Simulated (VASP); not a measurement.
VASP input:

**KPOINTS**
```
Automatic mesh
0
Gamma
15 15 12
0 0 0
```

POSCAR:
```
HfB2
1
    1.5629015728    -2.7070251603     0.0000000000
    1.5629015728     2.7070251603     0.0000000000
    0.0000000000     0.0000000000     3.4486145547
Hf B
1 2
Direct
  0.0000000000   0.0000000000   0.0000000000
  0.3333330000   0.6666670000   0.5000000000
  0.6666670000   0.3333330000   0.5000000000
```

INCAR:
```
SYSTEM = HfB2
PREC = Accurate
ENCUT = 520
EDIFF = 1E-7
NELM = 100
ALGO = Normal
LREAL = .FALSE.
LASPH = .TRUE.
ISMEAR = -5
GGA = PS
LMAXMIX = 6
LWAVE = .FALSE.
LCHARG = .TRUE.
LORBIT = 11
NEDOS = 601
ISIF = 2
```

POTCAR, in this order: Hf_pv B (PBE.64 set). Program: vasp_std.

Task: Write an equivalent input for Ansatz.

Result: One equivalent input (not run):
Ansatz 0.2 input:
```yaml
crystal:
  lattice:
    - [1.5629016, -2.7070252, 0.0000000]
    - [1.5629016, 2.7070252, 0.0000000]
    - [0.0000000, 0.0000000, 3.4486146]
  atoms:
    - { symbol: Hf, position: [0.0000000, 0.0000000, 0.0000000] }
    - { symbol: B, position: [0.3333330, 0.6666670, 0.5000000] }
    - { symbol: B, position: [0.6666670, 0.3333330, 0.5000000] }
kpoints:
  mp_grid: { grid: [15, 15, 12] }
hamiltonian:
  xc: pbesol
  pseudopotentials: { kind: paw }
scf:
  occupations: { method: tetrahedron }
  max_iter: 100
output: { forces: true, stress: true, eigenvalues: true }
```
Limits of the translation: each code has its own PAW files, so the cut-off isn't converted (ENCUT is set for VASP's; basis.ecutwfc is left out, and Ansatz then takes the one that its files recommend); Ansatz stops its SCF on the density residual and VASP on the energy change (EDIFF).

The compound is HfB2 in the AlB2 type structure. It was relaxed first.
